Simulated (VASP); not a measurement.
Input:

```xyz
2
Lattice="1.4866 -2.5748 0.0000 1.4866 2.5748 0.0000 0.0000 0.0000 5.4892" Properties=species:S:1:pos:R:3 pbc="T T T"
Cd     1.4866     0.8583     1.3723
Cd     1.4866    -0.8583     4.1169
```

Computed with MS2 meta-GGA, VASP's PBE PAW potentials (set 64) (plane waves; VASP). Run with 520 eV cut-off, 13×13×6 Γ-centred mesh, first-order Methfessel-Paxton smearing of 0.10 eV, potentials Cd.

### Question
Estimate the energy per atom (σ→0), band gap (on the k-mesh) with the smallest direct gap where there is one.

### Answer

```yaml
band gap (on the k-mesh): none (metal, semimetal or under 0.01 eV)
energy per atom (σ→0): 2.125 eV/atom
```

The compound is Cd in the hcp structure. It was relaxed first. The start is the result of an earlier pass.
